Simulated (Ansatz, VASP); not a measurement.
# InGa2N3 in two plane-wave programs, part 2 of 2

One calculation is typed for both programs; each brings its own data sets. How far apart do they land? The cell is taken from a series of runs on this material, whose earlier steps may have relaxed, scaled, displaced or heated it; both programs get it as it stands.

VASP 6.6.1 and Ansatz 0.2.0.

So far: The starting structure; VASP: G0W0 gap, PBE, DFT+U.

## Step 3: Ansatz: G0W0 gap, PBE, DFT+U

Level of this step: Ansatz beside VASP: Kohn-Sham DFT, plane waves, PBE, DFT+U (Ansatz).

Ansatz runs on its PAW soft_1 files.

The same cell, functional and mesh now go to Ansatz, which takes its cutoff from its data sets.

input.yaml reads:

```yaml
crystal:
  lattice:
    - [5.0043409607, -2.8865205108, 0.0]
    - [5.0043409607, 2.8865205108, 0.0]
    - [0.0, 0.0, 5.390303]
  atoms:
    - { symbol: In, position: [0.325265, 0.674735, 0.989696] }
    - { symbol: In, position: [0.674735, 0.325265, 0.489696] }
    - { symbol: Ga, position: [0.007088, 0.333852, 0.992575] }
    - { symbol: Ga, position: [0.666148, 0.992912, 0.992575] }
    - { symbol: Ga, position: [0.992912, 0.666148, 0.492575] }
    - { symbol: Ga, position: [0.333852, 0.007088, 0.492575] }
    - { symbol: "N", position: [0.026825, 0.333679, 0.358883] }
    - { symbol: "N", position: [0.666321, 0.973175, 0.358883] }
    - { symbol: "N", position: [0.973175, 0.666321, 0.858883] }
    - { symbol: "N", position: [0.333679, 0.026825, 0.858883] }
    - { symbol: "N", position: [0.307445, 0.692555, 0.395389] }
    - { symbol: "N", position: [0.692555, 0.307445, 0.895389] }
kpoints:
  mp_grid: { grid: [3, 3, 2] }
hamiltonian:
  xc: pbe
  hubbard:
    projectors: ortho-atomic
    sites: [{ species: In, l: d, u_eff: 1.0 }]
  pseudopotentials: { kind: paw, azcp: { folder: soft_1 } }
scf:
  occupations: { method: fixed }
gw:
  n_empty_bands: 649
  ecut_chi: 150.0
  qp_bands: [v4, c4]
  qp_kpoints: band_edges
  screening: { model: contour_deformation }
```

Run with:

```sh
ansatz run input.yaml --threads 2 --pin off --max-ram 92160MiB --backend cuda --events-out ev --progress --plain --runs-dir out --devices 1 --max-vram 13GiB
```

Numbers of over 12 decimals in the logs are rounded to 6 here.

Output:

```text
GPUs: using 1 of 1 available (devices: 1).
Engine: ansatz 0.2.0, x86_64-unknown-linux-gnu
Pseudopotentials: kind: paw
Pseudopotential: In, paw, valence charge 13, recommended cutoff 420 eV (normal), soft_1/In.paw.azcp
Pseudopotential: Ga, paw, valence charge 13, recommended cutoff 420 eV (normal), soft_1/Ga.paw.azcp
Pseudopotential: N, paw, valence charge 5, recommended cutoff 420 eV (normal), soft_1/N.paw.azcp
Functional definition: PBE
  parameter kappa = 0.804
  parameter beta = 0.066725
  exchange = pbe_x(kappa = kappa, mu = beta*pi^2/3)
  correlation = pbe_c(beta = beta)
device memory: the entry about to start is reckoned to put 2.4 GiB on a device that reports 63.2 GiB free (of which the cap on the GPU budget leaves the run 13.0 GiB)
GPU FFT provider: cuFFT
GPU libraries: cuBLAS 13.8.2, cuFFT 12.4.0, cuSOLVER 12.3.4
Crystal: 12 atoms, lattice volume = 155.727 Å³
Basis set: ecut = 420 eV, 3007 PW (Γ)
Bands: 66, of which v1, the nominal top of the filled ones, is band 54 counted from 1 (53 counted from 0)
Symmetry: 4 space group operations
Space group: Cmc21 (ITA 36), of the structure as read, at distance tolerance 5.4e-5 Å
k-points: 8 of 18
Non-local potential: In, projectors of the file, l = 0: 2, l = 1: 2, l = 2: 2, l = 3: 1
Non-local potential: Ga, projectors of the file, l = 0: 2, l = 1: 2, l = 2: 3, l = 3: 1
Non-local potential: N, projectors of the file, l = 0: 2, l = 1: 2, l = 2: 1
PAW form: soft (Blöchl's): semilocal exchange-correlation on the pseudo side does not see the compensation charge
PAW one-centre angular grid: In, 590 points (default); XC on 64 Gauss nodes
PAW one-centre angular grid: Ga, 590 points (default); XC on 64 Gauss nodes
PAW one-centre angular grid: N, 110 points (default); XC on 64 Gauss nodes
Initial density: superposition of atomic densities (chi_scale 0.1, normalization cell, long waves of neutral atoms under a Hubbard term (reshape's long-wave potential 0.03 eV rms, cloud 2.13 Å wide))
Initial wavefunctions: pseudopotential atomic-orbital guess
GPU buffer pool allocated for 64000 grid points (all kernels)
GPU transforms: local potential and band sums: pruned to the plane-wave sphere, on 40×40×40
Functional: x = pbe(κ = 0.804, μ = 0.219515), c = pbe(β = 0.066725)
SCF iter   1: F=—  HF=-28638.476127 eV  |F-HF|=—  |Δ(HF+E_count)|=         —  Δρ=9.46e-2  dr2=1.40e1  ethr=3.10e-3  ⟨swp⟩=4.9  Hψ=1521  notcnv=0  defer=75
preconditioner: auto → Resta (q_TF=auto, 2.567 Å⁻¹)  ε∞=4.7  [insulator: Δε(μ)=1.707 eV  Ē_g=16.063 eV  n_scr=46 (ndim 8)  ℏωp=30.9 eV  f_vac=0.000  ε∞_Penn≈4.7]
SCF iter   2: F=—  HF=-28635.110293 eV  |F-HF|=—  |Δ(HF+E_count)|=    3.37e0  Δρ=4.08e-2  dr2=1.41e0  ethr=3.10e-3  ⟨swp⟩=2.6  Hψ=1099  notcnv=0  defer=70
SCF iter   3: F=—  HF=-28634.903857 eV  |F-HF|=—  |Δ(HF+E_count)|=   2.06e-1  Δρ=1.71e-2  dr2=3.49e-1  ethr=1.30e-3  ⟨swp⟩=2.0  Hψ=501  notcnv=0  defer=80
SCF iter   4: F=—  HF=-28634.860521 eV  |F-HF|=—  |Δ(HF+E_count)|=   4.33e-2  Δρ=2.77e-3  dr2=1.50e-2  ethr=3.23e-4  ⟨swp⟩=2.9  Hψ=893  notcnv=0  defer=80
SCF iter   5: F=—  HF=-28634.860877 eV  |F-HF|=—  |Δ(HF+E_count)|=   3.56e-4  Δρ=2.34e-3  dr2=5.44e-3  ethr=1.39e-5  ⟨swp⟩=2.0  Hψ=929  notcnv=0  defer=80
SCF iter   6: F=—  HF=-28634.863739 eV  |F-HF|=—  |Δ(HF+E_count)|=   2.86e-3  Δρ=9.31e-4  dr2=1.05e-3  ethr=5.04e-6  ⟨swp⟩=2.0  Hψ=817  notcnv=0  defer=80
SCF iter   7: F=—  HF=-28634.864430 eV  |F-HF|=—  |Δ(HF+E_count)|=   6.91e-4  Δρ=1.93e-4  dr2=6.89e-5  ethr=9.77e-7  ⟨swp⟩=2.1  Hψ=895  notcnv=0  defer=80
SCF iter   8: F=—  HF=-28634.864514 eV  |F-HF|=—  |Δ(HF+E_count)|=   8.41e-5  Δρ=4.23e-5  dr2=3.22e-6  ethr=6.38e-8  ⟨swp⟩=2.0  Hψ=958  notcnv=0  defer=56
SCF iter   9: F=—  HF=-28634.864519 eV  |F-HF|=—  |Δ(HF+E_count)|=   5.33e-6  Δρ=2.22e-5  dr2=8.67e-7  ethr=2.98e-9  ⟨swp⟩=2.0  Hψ=917  notcnv=0  defer=66
SCF iter  10: F=-28634.864519 eV  HF=-28634.864519 eV  |F-HF|=1.46e-11  |Δ(HF+E_count)|=   9.91e-8  Δρ=7.06e-6  dr2=7.77e-8  ethr=9.26e-11  ⟨swp⟩=9.6  Hψ=2150  notcnv=0
SCF 1 converged in 10 iterations: F = -28634.864519 eV  dr2 = 7.77e-8
  greatest PAW one-centre occupation: 0.995 electrons in one spin orbital (limit 2), on the Ga atom at site 2 (counted from 0), in its partial waves of l = 2
device memory: the entry about to start is reckoned to put 3.0 GiB on a device that reports 61.8 GiB free (of which the cap on the GPU budget leaves the run 13.0 GiB)
NSCF: frozen V_eff on 8 k-points
the band table was solved once the SCF had ended and its energy, with any forces and stress, was formed, with the checks that follow a solve (1390 applications of the Hamiltonian). They found nothing against the state; the energy, forces and stress were not computed again (output.eigenvalues in the input reference)
device memory: the entry about to start is reckoned to put 6.3 GiB on a device that reports 61.4 GiB free (of which the cap on the GPU budget leaves the run 13.0 GiB)
NSCF: frozen V_eff on 8 k-points
G₀W₀ screening: q 1/8
[... further progress lines ...]
[...]
E_paw        = -17177.949767  (= ΣΔE_a)
  E_vpaw       = -2346.388340  (= ΣTr[D̂ρ^β])
  E_aug_tail   = 0.004690  (compensation charges beyond the density's cutoff)
  E_ewald      = -9101.887418
  E_smearing   = -0.000000  (= −TS)
  E_closure    = -0.000000  (closes the sum)
  Σ components = -28634.864519   (vs F -28634.864519, Δ=0.00e0)
--- Band table (eV; the first three rows and the last of 8) ---
  k-point 0: bands = [... 50 lower, 8.4828, 9.3373, 9.3708, 9.3728, 10.2701, 12.8023, 14.5688, 14.6017, ... 8 higher]
  k-point 1: bands = [... 50 lower, 8.8988, 8.8988, 8.9113, 8.9113, 12.6574, 12.6574, 15.0628, 15.0628, ... 8 higher]
  k-point 2: bands = [... 50 lower, 8.0195, 8.2144, 8.9723, 9.0012, 12.1594, 13.7935, 14.5684, 14.8456, ... 8 higher]
  k-point 7: bands = [... 50 lower, 8.0824, 8.0824, 8.1417, 8.1417, 13.3366, 13.3366, 13.8976, 13.8976, ... 8 higher]
Occupation matrices written to <dir>
--- G₀W₀: contour deformation, 7 samples at zero and on the imaginary axis and 1 off it, 18 q-points, 649 empty bands' worth ---
  eigenvalues of the whole cell's RPA ε∞ on this k-mesh (on a slab, of 1 + 4πα/V) = 16.6445, 16.6520, 16.7594; static W/v taken at q = 0 is 0.059966
  bands read: the sum over 703 bands ends inside a degenerate multiplet in 4 slots, whose members it reads at an even weight; the widest, k=1: bands 703 to 704 (counted from 1) at 1/2 each
  gw.qp_kpoints: band_edges: 7 of 8 stored k-points solved, in 1 pass; an edge of the gap read off the rows below is read off those points alone
    valence top: of the k-points left out ik 5 came nearest to being solved in a further pass, in band 53 (counted from 1, as in the quasiparticle table): it holds the edge there only if its correction is more favourable than any solved in that band by at least 0.928 eV; those differ by 0.092 eV
    conduction bottom: of the k-points left out ik 5 came nearest to being solved in a further pass, in band 57 (counted from 1, as in the quasiparticle table): it holds the edge there only if its correction is more favourable than any solved in that band by at least 3.422 eV; those differ by 0.437 eV
    ik  band        ε_KS         Σx   Σc(E_QP)       V_xc       Z   E_QP_lin       E_QP  E_QP is
     0    51      8.4828   -22.1611     3.2310   -18.4614  0.7064     7.9978     8.0140  root
     0    52      9.3373   -23.0270     3.1253   -19.4974  0.7078     8.9218     8.9330  root
     0    53      9.3708   -23.1192     2.9895   -19.7442  0.7095     8.9755     8.9854  root
     0    54      9.3728   -23.0806     2.9808   -19.7132  0.7097     8.9763     8.9862  root
     0    55     10.2701   -11.5132    -3.5712   -15.3339  0.7431    10.5233    10.5197  root
     0    56     12.8023   -10.1479    -4.5081   -15.0013  0.7491    13.1555    13.1476  root
     0    57     14.5688    -7.1560    -4.3819   -11.5666  0.7570    14.5976    14.5975  root
     0    58     14.6017    -7.3372    -4.4157   -11.8096  0.7551    14.6585    14.6583  root
     1    51      8.8988   -22.6616     3.1484   -19.0771  0.7081     8.4492     8.4626  root
     1    52      8.8988   -22.6616     3.1484   -19.0771  0.7081     8.4492     8.4626  root
     1    53      8.9113   -22.6213     3.1416   -19.0454  0.7081     8.4636     8.4770  root
     1    54      8.9113   -22.6213     3.1416   -19.0454  0.7081     8.4636     8.4770  root
     1    55     12.6574   -11.1265    -4.2079   -15.7082  0.7357    13.0403    13.0311  root
     1    56     12.6574   -11.1265    -4.2079   -15.7082  0.7357    13.0403    13.0311  root
     1    57     15.0628    -9.1039    -4.8692   -14.3252  0.7435    15.4236    15.4150  root
     1    58     15.0628    -9.1039    -4.8692   -14.3252  0.7435    15.4236    15.4150  root
     2    51      8.0195   -21.6673     3.3443   -17.8073  0.7039     7.4827     7.5038  root
     2    52      8.2144   -21.6141     3.2288   -17.9109  0.7038     7.7229     7.7400  root
     2    53      8.9723   -22.6795     3.1037   -19.1474  0.7082     8.5311     8.5440  root
     2    54      9.0012   -22.6615     3.1880   -19.0379  0.7071     8.5520     8.5655  root
     2    55     12.1594   -12.2211    -3.7466   -16.3073  0.7294    12.5065    12.4991  root
     2    56     13.7935   -11.0133    -4.6973   -16.1614  0.7285    14.2594    14.2444  root
     2    57     14.5684   -10.4328    -4.8406   -15.7378  0.7322    15.0489    15.0327  root
     2    58     14.8456   -10.0352    -4.8238   -15.2840  0.7318    15.2831    15.2706  root
[...]
7    51      8.0824   -21.5613     3.3142   -17.7460  0.7034     7.5619     7.5813  root
     7    52      8.0824   -21.5613     3.3142   -17.7460  0.7034     7.5619     7.5813  root
     7    53      8.1417   -21.3837     3.2504   -17.6556  0.7023     7.6467     7.6640  root
     7    54      8.1417   -21.3837     3.2504   -17.6556  0.7023     7.6467     7.6640  root
     7    55     13.3366    -9.4992    -4.4220   -14.1885  0.7428    13.6084    13.6039  root
     7    56     13.3366    -9.4992    -4.4220   -14.1885  0.7428    13.6084    13.6039  root
     7    57     13.8976    -8.8476    -4.4713   -13.5606  0.7470    14.1430    14.1394  root
     7    58     13.8976    -8.8476    -4.4713   -13.5606  0.7470    14.1430    14.1394  root
```

## Step 4: Comparison

Known differences besides the potentials themselves: U acts on the PAW sphere in VASP and on atomic orbitals in Ansatz, so only states and trends compare; fixed occupations in Ansatz, narrow Gaussian smearing in VASP; the cutoff is 420 eV in Ansatz and 450 eV in VASP; Ansatz integrates over frequency by contour deformation, VASP on a grid of NOMEGA points; Ansatz's G0W0 levels solve the quasiparticle equation, VASP's are linearised. Total energies have different zeros and are not compared.

Compared:

```
                   quantity  Ansatz  VASP  difference
  G0W0 gap on the mesh (eV)    1.53  1.56       -0.03
Kohn-Sham gap under it (eV)    0.90  0.91       -0.02
```

## Step 5: Results

```json
{"difference in G0W0 gap on the mesh (G0W0 gap, PBE, DFT+U)": "-0.028 eV"}
```

In words: The difference in G0W0 gap on the mesh is -0.028 eV (G0W0 gap, PBE, DFT+U). How closely two codes agree says nothing of how well the functional describes the real material.

[Lines on the potential files, build, host, timing and source positions are cut from VASP's logs without a mark.]

[Logs are printed without paths, hosts, clocks, repeated set-up lines and the standing remarks that a program may print on its own settings, such as how far it seeks lower states.]

[Hosts, paths, dates, database ids (printed as entryN), source tags and the programs' standing remarks are cut or masked in the printed files.]
